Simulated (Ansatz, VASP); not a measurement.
# Pd in two plane-wave programs

Aim: how closely do two programs agree when they are given the same cell, functional and k mesh? The structure shown is the end of the Ansatz relaxation below.

Calculated with Ansatz 0.2.0; plane waves, with VASP 6.6.1 beside it; single point at PBEsol.

### Step 1. Starting point

It takes space group R-3m (No. 166, trigonal). The conventional cell has a = 2.658 Å, b = 2.658 Å, c = 6.912 Å, α = 90.00°, β = 90.00°, γ = 120.00°. Pd has 12 Pd at 2.66 to 2.77 Å nearest.

### Step 2. Ansatz: relaxation, PBEsol

Ansatz runs on its PAW soft_1 files.

This run makes the geometry at which the two programs are then compared.

File input.yaml:

```yaml
crystal:
  lattice:
    - [2.65842371, 0.0, 0.0]
    - [-1.329211855, 2.3022624669, 0.0]
    - [0.0, 0.0, 6.834014186]
  atoms:
    - { symbol: Pd, position: [0.0, 0.0, 0.0] }
    - { symbol: Pd, position: [0.3333333, 0.6666667, 0.3333333] }
    - { symbol: Pd, position: [0.6666667, 0.3333333, 0.6666667] }
kpoints:
  mp_grid: { grid: [18, 18, 7] }
scf:
  occupations: { method: fermi_dirac, width: 0.05 }
hamiltonian:
  xc: pbesol
  pseudopotentials: { kind: paw, azcp: { folder: soft_1 }, xc_functional: pbe }
basis:
  ecutwfc: 600
output:
  forces: true
  stress: true
relax:
  f_tol: 0.005
  max_steps: 70
  cell: { stress_tol: 0.02, p_target: 0, fix: [a, b, alpha, beta, gamma] }
```

Launch:

```bash
$ ansatz run input.yaml --threads 4 --pin off --max-ram 10240MiB --backend cpu --events-out ev --progress --plain --runs-dir out
```

Numbers of over 12 decimals in the logs are rounded to 6 here.

Log:

```text
Engine: ansatz 0.2.0, x86_64-unknown-linux-gnu
Pseudopotentials: kind: paw
Pseudopotential: Pd, paw, valence charge 18, recommended cutoff 420 eV (normal), soft_1/Pd.paw.azcp
Functional definition: PBEsol
  exchange = pbesol_x
  correlation = pbesol_c
Crystal: 3 atoms, lattice volume = 41.827 Å³
Basis set: ecut = 600 eV, 1419 PW (Γ), exchange–correlation on 48×48×120 points (8 copies of the dense FFT grid, shifted against one another)
Bands: 33, of which v1, the nominal top of the filled ones, is band 27 counted from 1 (26 counted from 0)
Symmetry: 36 space group operations
Space group: R-3m (ITA 166), of the structure as read, at distance tolerance 3.5e-5 Å
k-points: 229 of 2268
Non-local potential: Pd, projectors of the file, l = 0: 2, l = 1: 2, l = 2: 2, l = 3: 1
PAW form: soft (Blöchl's): semilocal exchange-correlation on the pseudo side does not see the compensation charge
PAW frozen core: Pd, regenerated for the run's functional, and the local potential with it (the file was generated under x = pbe(κ = 0.804, μ = 0.219515), c = pbe(β = 0.066725))
PAW one-centre angular grid: Pd, 590 points (default); XC on 64 Gauss nodes
Initial density: superposition of atomic densities (chi_scale 0.1, normalization cell)
Initial wavefunctions: pseudopotential atomic-orbital guess
Functional: x = pbesol(κ = 0.804, μ = 0.123457), c = pbesol(β = 0.046)
SCF iter   1: F=—  HF=-20723.281754 eV  |F-HF|=—  |Δ(HF+E_count)|=         —  Δρ=1.69e-1  dr2=1.16e1  ethr=3.10e-3  ⟨swp⟩=5.7  Hψ=27273  notcnv=0  defer=2
preconditioner: auto → Kerker (q_TF=auto, 2.847 Å⁻¹)  [metal: Δε(μ)=0.003 eV  Ē_g=9.612 eV  σ=0.050 eV  W_gap=0.02  n_scr=12 (ndim 8)  ℏωp=31.4 eV  f_vac=0.000  D(μ)=5.42/eV (n_scr^D=82)]
SCF iter   2: F=—  HF=-20720.755421 eV  |F-HF|=—  |Δ(HF+E_count)|=    2.53e0  Δρ=7.94e-2  dr2=2.56e0  ethr=3.10e-3  ⟨swp⟩=2.1  Hψ=14430  notcnv=0  defer=131
SCF iter   3: F=—  HF=-20720.053021 eV  |F-HF|=—  |Δ(HF+E_count)|=   7.02e-1  Δρ=1.42e-2  dr2=5.42e-2  ethr=3.10e-3  ⟨swp⟩=2.0  Hψ=12333  notcnv=0  defer=135
SCF iter   4: F=—  HF=-20720.051603 eV  |F-HF|=—  |Δ(HF+E_count)|=   1.42e-3  Δρ=2.53e-3  dr2=1.72e-3  ethr=1.00e-4  ⟨swp⟩=2.2  Hψ=11290  notcnv=0  defer=159
SCF iter   5: F=—  HF=-20720.051718 eV  |F-HF|=—  |Δ(HF+E_count)|=   1.15e-4  Δρ=4.62e-4  dr2=7.27e-5  ethr=3.18e-6  ⟨swp⟩=1.0  Hψ=7385  notcnv=0  defer=159
SCF iter   6: F=—  HF=-20720.051714 eV  |F-HF|=—  |Δ(HF+E_count)|=   3.77e-6  Δρ=1.17e-4  dr2=2.79e-6  ethr=1.35e-7  ⟨swp⟩=2.0  Hψ=12141  notcnv=0  defer=159
SCF iter   7: F=—  HF=-20720.051714 eV  |F-HF|=—  |Δ(HF+E_count)|=   4.38e-7  Δρ=2.45e-5  dr2=1.93e-7  ethr=5.17e-9  ⟨swp⟩=2.6  Hψ=13653  notcnv=0  defer=159
SCF iter   8: F=-20720.051714 eV  HF=-20720.051714 eV  |F-HF|=5.53e-10  |Δ(HF+E_count)|=   1.92e-8  Δρ=3.79e-6  dr2=2.77e-9  ethr=1.85e-10  ⟨swp⟩=4.0  Hψ=23309  notcnv=0
SCF 1 converged in 8 iterations: F = -20720.051714 eV  dr2 = 2.77e-9
  greatest PAW one-centre occupation: 0.999 electrons in one spin orbital (limit 2), on the Pd atom at site 2 (counted from 0), in its partial waves of l = 0
relax step   1: F+E_penalty+E_count = -20720.05171400 eV  Δ(F+E_penalty+E_count) = +0.000e0 eV  max|allowed force component| = 1.039e-27 eV/Å  Δτ_max = 0.0000 Å  P = +10.282 GPa  Ω = 41.827 Å³  fix = [a, b, alpha, beta, gamma]  reactions: a +13.499, b +13.499 GPa  (8 SCF iters, dr2 threshold 1.00e-7 eV, accepted)
[...]
relax step   2: F+E_penalty+E_count = -20720.05694490 eV  Δ(F+E_penalty+E_count) = -5.231e-3 eV  max|allowed force component| = 3.061e-27 eV/Å  Δτ_max = 0.0000 Å  P = +7.092 GPa  Ω = 42.434 Å³  energy of the carried Pulay correction = -6.721e-5 eV  fix = [a, b, alpha, beta, gamma]  reactions: a +11.119, b +11.119 GPa  (6 SCF iters, dr2 threshold 3.00e-7 eV, accepted)
[...]
relax step   3: F+E_penalty+E_count = -20720.05733977 eV  Δ(F+E_penalty+E_count) = -3.949e-4 eV  max|allowed force component| = 1.454e-27 eV/Å  Δτ_max = 0.0000 Å  P = +7.698 GPa  Ω = 42.313 Å³  energy of the carried Pulay correction = -5.394e-5 eV  fix = [a, b, alpha, beta, gamma]  reactions: a +11.570, b +11.570 GPa  (6 SCF iters, dr2 threshold 3.00e-7 eV, accepted)
[...]
relax step   4: F+E_penalty+E_count = -20720.05734119 eV  Δ(F+E_penalty+E_count) = -1.415e-6 eV  max|allowed force component| = 4.675e-28 eV/Å  Δτ_max = 0.0000 Å  P = +7.728 GPa  Ω = 42.307 Å³  energy of the carried Pulay correction = -5.330e-5 eV  fix = [a, b, alpha, beta, gamma]  reactions: a +11.591, b +11.591 GPa  (6 SCF iters, dr2 threshold 4.79e-9 eV, accepted)
[...]
relax step   5: F+E_penalty+E_count = -20720.05739200 eV  Δ(F+E_penalty+E_count) = -5.082e-5 eV  max|allowed force component| = 3.300e-29 eV/Å  Δτ_max = 0.0000 Å  P = +7.727 GPa  Ω = 42.307 Å³  fix = [a, b, alpha, beta, gamma]  reactions: a +11.590, b +11.590 GPa  stress off target by 7.39e-4 GPa on what of the cell is left free  SCF on the basis re-selected at this cell (its energy is not comparable with the rows above)  (8 SCF iters)
basis re-selected at this cell: Δ(F+E_penalty+E_count) = -5.082e-5 eV, ΔP = -0.001 GPa vs the last step (what re-selecting the basis moved, of the pressure what is left beyond the Pulay correction that the steps carried, after the strain that the cell walked since its last selection, with what the two solves' SCF thresholds leave and, on support functions, any second-order correction that the steps lacked; it is no m [...]
SCF converged after 8 iterations
Free energy (F): -20720.057392 eV
Harris-Foulkes:  -20720.057392 eV  (|F-HF|=0.00e0)
Internal energy: -20720.010899 eV  (E = F + TS)
E sigma→0 (E₀):  -20720.034146 eV
Entropy (-TS):   -0.046493 eV (-15.498 meV/atom)
Fermi energy:    20.697437 eV
--- Per-component energies (eV) ---
  E_band       = -371.180611
  E_kinetic    = 1348.185618
  E_local      = -5317.832076  (includes V_loc(G=0)·N_el)
  E_nonlocal   = 1116.817808
  E_hartree    = 2143.548398
  E_xc         = -415.098788
  E_vxc        = -526.977639  (∫ρ·V_xc dr)
  E_paw        = -11234.724923  (= ΣΔE_a)
  E_vpaw       = -1278.471346  (= ΣTr[D̂ρ^β])
  E_aug_tail   = 0.000228  (compensation charges beyond the density's cutoff)
  E_ewald      = -8361.814739
  E_core_change = 0.907576  (= ΣΔE_core)
  E_smearing   = -0.046493  (= −TS)
  E_closure    = 0.000000  (closes the sum)
  Σ components = -20720.057392   (vs F -20720.057392, Δ=0.00e0)
--- Forces (eV/Å), atoms counted from 1 ---
  atom   1  Pd     0.00000000    -0.00000000     0.00000000
  atom   2  Pd     0.00000000     0.00000000     0.00000000
  atom   3  Pd    -0.00000000    -0.00000000     0.00000000
  max |Σ_I F_I| component: 7.45e-29 eV/Å
--- Stress (GPa, compression-positive) ---
       11.590456       0.000000      -0.000000
        0.000000      11.590456       0.000000
        0.000000       0.000000      -0.000739
  P = ⅓ Tr σ = 7.7267 GPa (77.267 kbar)
--- Relaxed structure (4 steps of the walk, 4 accepted, 1 SCFs on fresh bases) ---
  F+E_penalty+E_count = -20720.05739200 eV   max|allowed force component| = 3.300e-29 eV/Å   (the final SCF, on the basis selected at the relaxed cell)
  cell:  # Å, volume = 42.3071 Å³
    - [2.658424, 0, 0]
    - [-1.329212, 2.302262, 0]
    - [0, 0, 6.912481]
  atoms:
    - { symbol: Pd, position: [0, 0, 0] }
    - { symbol: Pd, position: [0.333333, 0.666667, 0.333333] }
    - { symbol: Pd, position: [0.666667, 0.333333, 0.666667] }
```

### Step 3. VASP: single point, PBEsol, pair 1

The same cell, functional, mesh and smearing now go to VASP, with its own data sets.

Lines of VASP's logs that name or quote its potential files are left out, and so is its time.

File INCAR:

```
SYSTEM = Pd
PREC = Accurate
ENCUT = 500
EDIFF = 1E-06
NELM = 120
ISMEAR = -1
SIGMA = 0.05
LREAL = .FALSE.
ALGO = Normal
GGA = PS
NBANDS = 21
LASPH = .TRUE.
LORBIT = 11
LWAVE = .FALSE.
LCHARG = .FALSE.
ISIF = 2
GGA_COMPAT = .FALSE.
KPAR = 2
```

File POSCAR:

```
Pd
1.0
    2.6584237100      0.0000000000      0.0000000000
   -1.3292118550      2.3022624669      0.0000000000
    0.0000000000      0.0000000000      6.9124810973
Pd
3
Direct
    0.0000000000      0.0000000000      0.0000000000
    0.3333333333      0.6666666667      0.3333333333
    0.6666666667      0.3333333333      0.6666666667
```

File KPOINTS:

```
Automatic mesh
0
Gamma
18 18 7
0 0 0
```

The projector-augmented-wave data sets are Pd (PBE family, release 64).

Launch:

```bash
$ mpirun -np 2 vasp_std
```

Log:

```text
[banner, memory and clock lines left out]
running    2 mpi-ranks, on    1 nodes
 distrk:  each k-point on    1 cores,    2 groups
 distr:  one band on    1 cores,    1 groups

 POSCAR found type information on POSCAR Pd
 POSCAR found :  1 types and       3 ions
|                                                                             |
|               ----> ADVICE to this user running VASP <----                  |
|                                                                             |
|     You enforced a specific xc type in the INCAR file but a different       |
|     [... a line on the potential file left out ...]
|     I HOPE YOU KNOW WHAT YOU ARE DOING!                                     |
|                                                                             |

 LDA part: xc-table for (Slater+PW92), standard interpolation
 POSCAR, INCAR and KPOINTS ok, starting setup
 FFT: planning ... GRIDC
 FFT: planning ... GRID_SOFT
 FFT: planning ... GRID
 WAVECAR not read
 entering main loop
       N       E                     dE             d eps       ncg     rms          rms(c)
DAV:   1     0.184893440202E+03    0.18489E+03   -0.14902E+04  9618   0.136E+03
DAV:   2    -0.150229207018E+02   -0.19992E+03   -0.18839E+03  9973   0.313E+02
DAV:   3    -0.189804893684E+02   -0.39576E+01   -0.39073E+01 11181   0.492E+01
DAV:   4    -0.190119421197E+02   -0.31453E-01   -0.31446E-01 10983   0.422E+00
DAV:   5    -0.190124443182E+02   -0.50220E-03   -0.50219E-03 11283   0.583E-01    0.164E+01
DAV:   6    -0.178968061335E+02    0.11156E+01   -0.30797E+00 10733   0.155E+01    0.739E+00
DAV:   7    -0.178415254547E+02    0.55281E-01   -0.60398E-02 11146   0.185E+00    0.317E+00
DAV:   8    -0.178300728627E+02    0.11453E-01   -0.82481E-03 10483   0.742E-01    0.284E-01
DAV:   9    -0.178299713129E+02    0.10155E-03   -0.17784E-04 11373   0.116E-01    0.691E-02
DAV:  10    -0.178299826434E+02   -0.11331E-04   -0.15175E-05 10893   0.312E-02    0.101E-02
DAV:  11    -0.178299823778E+02    0.26560E-06   -0.43618E-07  6759   0.566E-03
   1 F= -.17829982E+02 E0= -.17806647E+02  d E =-.466711E-01
```

Parts of OUTCAR (step 3):

```text
ion  position               nearest neighbor table
   1  0.000  0.000  0.000-   2 2.77   3 2.77   3 2.77   2 2.77   3 2.77   2 2.77
   2  0.333  0.667  0.333-   1 2.77   1 2.77   1 2.77   3 2.77   3 2.77   3 2.77
   3  0.667  0.333  0.667-   1 2.77   1 2.77   1 2.77   2 2.77   2 2.77   2 2.77

  LATTYP: Found a hexagonal cell.
 ALAT       =     2.6584237100
 C/A-ratio  =     2.6002179680

 Subroutine GETGRP returns: Found 12 space group operations
 (whereof 12 operations were pure point group operations)

The static configuration has the point symmetry D_3d.

 Found    229 irreducible k-points:

   k-points           NKPTS =    229   k-points in BZ     NKDIM =    229   number of bands    NBANDS=     21

   dimension x,y,z NGX =    20 NGY =   20 NGZ =   50
   dimension x,y,z NGXF=    40 NGYF=   40 NGZF=  100

   ENCUT  =  500.0 eV  36.75 Ry    6.06 a.u.   4.85  4.85 12.60*2*pi/ulx,y,z

   NELECT =      30.0000    total number of electrons

 k-points in reciprocal lattice and weights: Automatic mesh
   0.00000000  0.00000000  0.00000000       0.000
   0.05555556 -0.00000000  0.00000000       0.003
   0.11111111 -0.00000000  0.00000000       0.003
   0.16666667 -0.00000000  0.00000000       0.003
   0.22222222 -0.00000000  0.00000000       0.003
   0.27777778  0.00000000  0.00000000       0.003
   0.33333333 -0.00000000  0.00000000       0.003
   0.38888889 -0.00000000  0.00000000       0.003
   0.44444444 -0.00000000  0.00000000       0.003
[...]
-0.27777778 -0.38888889  0.42857143       0.005
   0.33333333  0.33333333  0.42857143       0.002

 average (electrostatic) potential at core
       1 -69.8463       2 -69.8463       3 -69.8463

 E-fermi :  10.4087

 k-point     1 :       0.0000    0.0000    0.0000
  band No.  band energies     occupation
    ...
     14       9.1483      2.00000
     15       9.8321      1.99998
     16       9.8321      1.99998
     17       9.8321      1.99998
     18       9.8321      1.99998
     19      21.0438      0.00000
     20      21.0438      0.00000
     21      27.4168      0.00000

 k-point     2 :       0.0556   -0.0000    0.0000
  band No.  band energies     occupation
    ...
     14       9.1402      2.00000
     15       9.6408      2.00000
     16       9.9264      1.99987
     17       9.9960      1.99948
     18      10.2351      1.93979
     19      21.1017      0.00000
     20      21.1078      0.00000
     21      27.5684      0.00000

 k-point     3 :       0.1111   -0.0000    0.0000
  band No.  band energies     occupation
    ...
     13       8.9485      2.00000
     14       9.1262      2.00000
     15       9.4328      2.00000
     16      10.1266      1.99294
     17      10.3581      1.46700
     18      10.8560      0.00026
     19      21.2617      0.00000
     20      21.3100      0.00000
     21      27.9849      0.00000

  Total        2.9783730      2.9783730     -0.0615519      0.0000000      0.0000000      0.0000000
  in kB      112.7915805    112.7915805     -2.3309817      0.0000000      0.0000000      0.0000000
  external PRESSURE =      74.4173931 kB  Pullay stress =       0.0000000 kB

  energy-cutoff  :      500.00
  volume of cell :       42.31
      direct lattice vectors                 reciprocal lattice vectors
     2.658423710  0.000000000  0.000000000     0.376162760  0.217177671  0.000000000
    -1.329211855  2.302262467  0.000000000     0.000000000  0.434355341  0.000000000
     0.000000000  0.000000000  6.912481097     0.000000000  0.000000000  0.144665857

 POSITION                                       TOTAL-FORCE (eV/Angst)
 -----------------------------------------------------------------------------------
      0.00000      0.00000      0.00000        -0.000000     -0.000000      0.000000
     -0.00000      1.53484      2.30416         0.000000     -0.000000      0.000000
      1.32921      0.76742      4.60832         0.000000      0.000000     -0.000000
 -----------------------------------------------------------------------------------
    total drift:                               -0.000000      0.000000      0.000000

  FREE ENERGIE OF THE ION-ELECTRON SYSTEM (eV)
  ---------------------------------------------------
  free  energy   TOTEN  =       -17.8299823778 eV

  energy  without entropy=      -17.7833112332  energy(sigma->0) =      -17.80664681

 total charge
# of ion       s       p       d       tot
------------------------------------------
    1        0.508   0.535   8.491   9.535
    2        0.508   0.535   8.491   9.535
    3        0.508   0.535   8.491   9.535
--------------------------------------------------
tot          1.525   1.606  25.474  28.604

[... 3 further parts left out ...]
```

The run ends at a pressure of 7.44 GPa.

### Step 4. Side by side

Known differences besides the potentials themselves: the data sets hold 54 valence electrons in Ansatz (on its PAW soft_1 files) and 30 in VASP; the cutoff is 600 eV in Ansatz and 500 eV in VASP; Ansatz makes its cores anew for this functional, VASP keeps those of its PBE data sets; Ansatz's pressure holds a Pulay correction, VASP's none. Total energies have different zeros and are not compared.

Both answers:

```tsv
quantity	Ansatz	VASP	difference
pressure (GPa)	7.73	7.44	+0.28
```

### Step 5. Ansatz: relaxation, PBEsol

This run makes the geometry at which the two programs are then compared. The cell compared in this pair holds 44.57 Å³, against 42.31 Å³ for the pair before.

The structure compared here is the end of the Ansatz relaxation.

Edit input.yaml of step 2 so:

```diff
@@ -2,5 +2,5 @@
   lattice:
-    - [2.65842371, 0.0, 0.0]
-    - [-1.329211855, 2.3022624669, 0.0]
-    - [0.0, 0.0, 6.834014186]
+    - [2.79545586, 0.0, 0.0]
+    - [-1.39772793, 2.4209357899, 0.0]
+    - [0.0, 0.0, 6.632618876]
   atoms:
```

Launch:

```bash
$ ansatz run input.yaml --threads 4 --pin off --max-ram 10240MiB --backend cpu --events-out ev --progress --plain --runs-dir out
```

Log:

```text
[...]
Crystal: 3 atoms, lattice volume = 44.887 Å³
Basis set: ecut = 600 eV, 1527 PW (Γ), exchange–correlation on 48×48×108 points (8 copies of the dense FFT grid, shifted against one another)
Bands: 33, of which v1, the nominal top of the filled ones, is band 27 counted from 1 (26 counted from 0)
Symmetry: 36 space group operations
[...]
k-points: 229 of 2268
[...]
-0.000000       0.000000       0.000768
  P = ⅓ Tr σ = -3.7635 GPa (-37.635 kbar)
--- Relaxed structure (4 steps of the walk, 4 accepted, 1 SCFs on fresh bases) ---
[...]
cell:  # Å, volume = 44.5667 Å³
    - [2.795456, 0, 0]
    - [-1.397728, 2.420936, 0]
    - [0, 0, 6.585288]
  atoms:
    - { symbol: Pd, position: [0, 0, 0] }
    - { symbol: Pd, position: [0.333333, 0.666667, 0.333333] }
    - { symbol: Pd, position: [0.666667, 0.333333, 0.666667] }
[key lines of the parts left out:]
SCF converged after 8 iterations
Free energy (F): -20720.110168 eV
Fermi energy:    19.290379 eV
```

### Step 6. VASP: single point, PBEsol, pair 2

The same cell, functional, mesh and smearing now go to VASP, with its own data sets.

INCAR is that of step 3.

File POSCAR:

```
Pd
1.0
    2.7954558600      0.0000000000      0.0000000000
   -1.3977279300      2.4209357899      0.0000000000
    0.0000000000      0.0000000000      6.5852883456
Pd
3
Direct
    0.0000000000      0.0000000000      0.0000000000
    0.3333333333      0.6666666667      0.3333333333
    0.6666666667      0.3333333333      0.6666666667
```

KPOINTS is that of step 3.

Launch:

```bash
$ mpirun -np 2 vasp_std
```

Log:

```text
[banner, memory and clock lines left out]
running    2 mpi-ranks, on    1 nodes
[...]
[... a notice as in an earlier step ...]

 LDA part: xc-table for (Slater+PW92), standard interpolation
 POSCAR, INCAR and KPOINTS ok, starting setup
[...]
entering main loop
       N       E                     dE             d eps       ncg     rms          rms(c)
DAV:   1     0.179546657915E+03    0.17955E+03   -0.14768E+04  9618   0.134E+03
DAV:   2    -0.150132609210E+02   -0.19456E+03   -0.18303E+03  9923   0.306E+02
DAV:   3    -0.189994827898E+02   -0.39862E+01   -0.39210E+01 11163   0.484E+01
DAV:   4    -0.190326022919E+02   -0.33120E-01   -0.33110E-01 10883   0.425E+00
[...]
DAV:   9    -0.178802474150E+02    0.34920E-04   -0.83661E-05 11201   0.741E-02    0.439E-02
DAV:  10    -0.178802575359E+02   -0.10121E-04   -0.85661E-06 10943   0.232E-02    0.599E-03
DAV:  11    -0.178802574256E+02    0.11030E-06   -0.27029E-07  6379   0.453E-03
   1 F= -.17880257E+02 E0= -.17853138E+02  d E =-.542380E-01
```

(Continued in part 2 of 2.)

[Lines on the potential files, build, host, timing and source positions are cut from VASP's logs without a mark.]

[Logs are printed without paths, hosts, clocks, repeated set-up lines and the standing remarks that a program may print on its own settings, such as how far it seeks lower states.]

[Hosts, paths, dates, database ids (printed as entryN), source tags and the programs' standing remarks are cut or masked in the printed files.]
